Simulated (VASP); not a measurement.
Data:

```yaml
crystal:
  lattice:
    - [3.75800, 0.00000, 0.00000]
    - [-1.87900, 3.25453, 0.00000]
    - [0.00000, 0.00000, 6.08050]
  atoms:
    - { symbol: Mg, position: [0.00000, 0.00000, 0.00000] }
    - { symbol: Br, position: [0.33333, 0.66667, 0.24526] }
    - { symbol: Br, position: [0.66667, 0.33333, 0.75474] }
```

Calculation: LDA (Ceperley-Alder, Perdew-Zunger) with spin-orbit coupling, VASP's LDA PAW potentials (set 64) (plane waves; VASP). Settings: 400 eV cut-off, 6×6×4 Γ-centred mesh, Gaussian smearing of 0.050 eV, potentials Mg Br.

Problem. Predict the energy per atom (σ→0), band gap (over mesh and band path) with the smallest direct gap where there is one.

Solution. 
```yaml
band gap (over mesh and band path): 4.03 eV
smallest direct gap (over mesh and band path): 4.03 eV
energy per atom (σ→0): -3.580 eV/atom
```

The structure comes from a computed database's MgBr2 entry (P-3m1); how it stands against other phases isn't given here. It was relaxed first, which changed the volume by -10 %.
